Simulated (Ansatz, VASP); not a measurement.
# Cross-check of WS2 (Tungstenite) between VASP and Ansatz, part 2 of 2

Wanted: the spread between two codes on one cell, functional and k mesh. The cell is taken from a series of runs on this material, whose earlier steps may have relaxed, scaled, displaced or heated it; both programs get it as it stands. Valence electrons are named where the data sets of a main pair hold unlike numbers.

VASP 6.6.1 and Ansatz 0.2.0.

So far: The structure; Ansatz: single point, PBE, spin-orbit coupling; VASP: single point, PBE, spin-orbit coupling; Comparison.

## 5. Further runs

Further runs change the set-up of one program: Ansatz's method, potentials or start, or VASP's data sets, cutoff or form of LDA. The table gives Ansatz less VASP for each quantity, since a change that brings one quantity closer may part another.

```
                                                            run  r.m.s. force difference (meV/Å)  pressure (GPa)  gap on the k mesh (eV)
                                                       as above                               29            0.57                   0.011
VASP with the data sets W_sv_GW and S_GW and a cutoff of 520 eV                               13            0.25                  0.0072
       VASP with the data sets W and S_h and a cutoff of 650 eV                               20            0.38                   0.013
```

## 6. Ansatz: single point, LDA, spin-orbit coupling

A single point gives forces, pressure and levels at one fixed geometry, so differences don't come from the geometry; what else differs is listed under the comparison. The cell compared in this pair holds 102.96 Å³, against 130.74 Å³ for the pair before.

The cell is taken from a series of runs on this material, whose earlier steps may have relaxed, scaled, displaced or heated it; both programs get it as it stands.

The input, input.yaml:

```yaml
crystal:
  lattice:
    - [3.1268225121, 0.0, 0.0]
    - [-1.5634112561, 2.7079077286, 0.0]
    - [0.0, 0.0, 12.1593568398]
  atoms:
    - { symbol: W, position: [0.6666666667, 0.3333333333, 0.75] }
    - { symbol: W, position: [0.3333333333, 0.6666666667, 0.25] }
    - { symbol: S, position: [0.6666666667, 0.3333333333, 0.3784628836] }
    - { symbol: S, position: [0.3333333333, 0.6666666667, 0.8784628836] }
    - { symbol: S, position: [0.6666666667, 0.3333333333, 0.1215371164] }
    - { symbol: S, position: [0.3333333333, 0.6666666667, 0.6215371164] }
kpoints:
  mp_grid: { grid: [12, 12, 4] }
  band_path:
    path:
      - [[0.5, 0.0, 0.0], [0.0, 0.0, 0.0], [0.3333333333333, 0.3333333333333, 0.0]]
      - [[0.0, 0.0, 0.0], [0.0, 0.0, 0.5]]
    npoints: 20
scf:
  occupations: { method: fermi_dirac, width: 0.02 }
  n_extra_bands: 20
hamiltonian:
  xc: lda
  pseudopotentials: { kind: paw_fr }
output:
  forces: true
  stress: true
  fatbands: true
magnetization:
  noncollinear: true
  spin_orbit: true
```

The run is started by

```console
ansatz run input.yaml --threads 4 --pin off --max-ram 8192MiB --backend cpu --events-out ev --progress --plain --runs-dir out
```

Numbers of over 12 decimals in the logs are rounded to 6 here.

Log:

```text
[...]
Crystal: 6 atoms, lattice volume = 102.955 Å³
Basis set: ecut = 420 eV, 2009 PW (Γ)
Bands: 72, of which v1, the nominal top of the filled ones, is band 52 counted from 1 (51 counted from 0)
Symmetry: 24 space group operations + 24 with time reversal
[...]
k-points: 57 of 576
[...]
k-point 1: bands = [... 48 lower, 11.2928, 11.2928, 11.9985, 11.9985, 14.2856, 14.2856, 14.2985, 14.2985, ... 16 higher]
  k-point 2: bands = [... 48 lower, 11.7433, 11.7433, 11.7433, 11.7433, 14.2890, 14.2890, 14.2890, 14.2890, ... 16 higher]
  k-point 56: bands = [... 48 lower, 11.1111, 11.1111, 11.5208, 11.5208, 13.2821, 13.2821, 13.3226, 13.3226, ... 16 higher]
[key lines of the parts left out:]
SCF converged after 8 iterations
Magnetization: |M| = 0.0000 μB,  M = (+0.0000, +0.0000, +0.0000) μB
Free energy (F): -23790.641050 eV
Fermi energy:    12.462328 eV
P = ⅓ Tr σ = -0.0814 GPa (-0.814 kbar)
```

## 7. VASP: single point, LDA, spin-orbit coupling

The same cell, functional (in two slightly different forms), mesh and smearing now go to VASP, with its own data sets.

The input, INCAR:

```
SYSTEM = WS2
PREC = Accurate
ENCUT = 400
EDIFF = 1E-06
NELM = 100
ISMEAR = -1
SIGMA = 0.02
LREAL = .FALSE.
ALGO = Normal
GGA = CA
LNONCOLLINEAR = .TRUE.
MAGMOM = 0 0 0 0 0 0 0 0 0 0 0 0 0 0 0 0 0 0
NBANDS = 48
GGA_COMPAT = .FALSE.
LASPH = .TRUE.
LSORBIT = .TRUE.
LMAXMIX = 4
LORBIT = 11
LWAVE = .FALSE.
LCHARG = .FALSE.
KPAR = 2
ISIF = 2
```

The input, POSCAR:

```
WS2
1.0
    3.1268225121      0.0000000000      0.0000000000
   -1.5634112561      2.7079077286      0.0000000000
    0.0000000000      0.0000000000     12.1593568398
W S
2 4
Direct
    0.6666666667      0.3333333333      0.7500000000
    0.3333333333      0.6666666667      0.2500000000
    0.6666666667      0.3333333333      0.3784628836
    0.3333333333      0.6666666667      0.8784628836
    0.6666666667      0.3333333333      0.1215371164
    0.3333333333      0.6666666667      0.6215371164
```

The input, KPOINTS:

```
Automatic mesh
0
Gamma
12 12 4
0 0 0
```

PAW data sets: W and S (LDA family, release 64).

The run is started by

```console
mpirun -np 2 vasp_ncl
```

Log:

```text
[banner, memory and clock lines left out]
running    2 mpi-ranks, on    1 nodes
[...]
LDA part: xc-table for (Slater(with rela. corr.)+CA(PZ))
 , standard interpolation
 POSCAR, INCAR and KPOINTS ok, starting setup
[...]
entering main loop
       N       E                     dE             d eps       ncg     rms          rms(c)
DAV:   1     0.151696773267E+03    0.15170E+03   -0.13973E+04  5472   0.108E+03
DAV:   2    -0.420041669311E+02   -0.19370E+03   -0.18541E+03  7104   0.245E+02
DAV:   3    -0.553085060224E+02   -0.13304E+02   -0.13149E+02  6816   0.649E+01
DAV:   4    -0.556664748867E+02   -0.35797E+00   -0.35607E+00  7672   0.110E+01
[...]
DAV:  14    -0.530095704183E+02    0.11565E-05   -0.33063E-06  6944   0.899E-03    0.399E-02
DAV:  15    -0.530095693934E+02    0.10249E-05   -0.26637E-06  6232   0.726E-03    0.114E-02
DAV:  16    -0.530095692774E+02    0.11600E-06   -0.24494E-07  3904   0.287E-03
   1 F= -.53009569E+02 E0= -.53009569E+02  d E =-.179954E-10  mag=     0.0000    -0.0000     0.0000
```

From OUTCAR (step 7):

```text
  Total       -0.1788156     -0.1788156     -0.0513833      0.0000000      0.0000000      0.0000000
  in kB       -2.7827130     -2.7827130     -0.7996219      0.0000000      0.0000000      0.0000000
  external PRESSURE =      -2.1216826 kB  Pullay stress =       0.0000000 kB

 POSITION                                       TOTAL-FORCE (eV/Angst)
 -----------------------------------------------------------------------------------
      1.56341      0.90264      9.11952         0.000000      0.000000      0.000000
     -0.00000      1.80527      3.03984         0.000000      0.000000      0.000000
      1.56341      0.90264      4.60187        -0.000000      0.000000      0.000069
     -0.00000      1.80527     10.68154        -0.000000     -0.000000      0.000069
      1.56341      0.90264      1.47781         0.000000     -0.000000     -0.000069
     -0.00000      1.80527      7.55749        -0.000000     -0.000000     -0.000069
 -----------------------------------------------------------------------------------
    total drift:                                0.000000     -0.000000      0.000000

  FREE ENERGIE OF THE ION-ELECTRON SYSTEM (eV)
  ---------------------------------------------------
  free  energy   TOTEN  =       -53.0095692774 eV

  energy  without entropy=      -53.0095692774  energy(sigma->0) =      -53.00956928

 magnetization (x)
# of ion       s       p       d       tot
------------------------------------------
    1        0.000   0.000   0.000   0.000
    2        0.000   0.000   0.000   0.000
    3       -0.000  -0.000   0.000  -0.000
    4        0.000  -0.000   0.000  -0.000
    5        0.000   0.000   0.000   0.000
    6        0.000   0.000   0.000   0.000
--------------------------------------------------
tot         -0.000  -0.000   0.000  -0.000

 magnetization (y)
# of ion       s       p       d       tot
------------------------------------------
    1        0.000   0.000   0.000   0.000
    2        0.000   0.000   0.000   0.000
    3        0.000   0.000   0.000   0.000
    4        0.000   0.000   0.000   0.000
    5       -0.000   0.000   0.000  -0.000
    6       -0.000   0.000   0.000  -0.000
--------------------------------------------------
tot         -0.000   0.000   0.000  -0.000

[... 1 part as in an earlier step ...]

[... 3 further parts left out ...]
[key lines of the parts left out:]
E-fermi :   7.1104
```

The run ends at a pressure of -0.21 GPa.

## 8. Comparison

What differs besides the data sets and the points named for the pairs above, as far as they apply: the two LDA forms differ slightly; the data sets hold 52 valence electrons in Ansatz (on its fully relativistic PAW (standard-fr) files) and 36 in VASP; VASP's log shows a relativistic correction to its local exchange, Ansatz's none. Total energies have different zeros and are not compared.

Both answers:

```
              quantity  Ansatz   VASP  difference
        pressure (GPa)   -0.08  -0.21       +0.13
gap on the k mesh (eV)   0.801  0.820      -0.019
```

At this near-relaxed geometry the largest component of a force difference is 3 meV/Å. A gap on the mesh is an upper bound, since the band edges may lie between its points.

## 9. What came out

```json
{"r.m.s. force difference (single point, PBE, spin-orbit coupling)": "29 meV/Å", "difference in pressure (single point, PBE, spin-orbit coupling)": "0.57 GPa", "difference in gap on the k mesh (single point, LDA, spin-orbit coupling)": "-0.019 eV"}
```

**Reading.** The r.m.s. force difference is 29 meV/Å (single point, PBE, spin-orbit coupling), beyond the 12 meV/Å picked in this series as the mark of a large difference. The data sets hold unlike numbers of valence electrons (52 in Ansatz and 36 in VASP), so part of the differences comes from the potentials. Single point, PBE, spin-orbit coupling, VASP with the data sets W_sv_GW and S_GW and a cutoff of 520 eV: r.m.s. force difference goes from 29 to 13 meV/Å; the difference in pressure goes from 0.57 to 0.25 GPa; the difference in gap on the k mesh goes from 0.011 to 0.0072 eV. Single point, PBE, spin-orbit coupling, VASP with the data sets W and S_h and a cutoff of 650 eV: r.m.s. force difference goes from 29 to 20 meV/Å; the difference in pressure goes from 0.57 to 0.38 GPa. 1 further run of this series is not shown here. How closely two codes agree says nothing of how well the functional describes the real material.

[Lines on the potential files, build, host, timing and source positions are cut from VASP's logs without a mark.]

[Logs are printed without paths, hosts, clocks, repeated set-up lines and the standing remarks that a program may print on its own settings, such as how far it seeks lower states.]

[Hosts, paths, dates, database ids (printed as entryN), source tags and the programs' standing remarks are cut or masked in the printed files.]
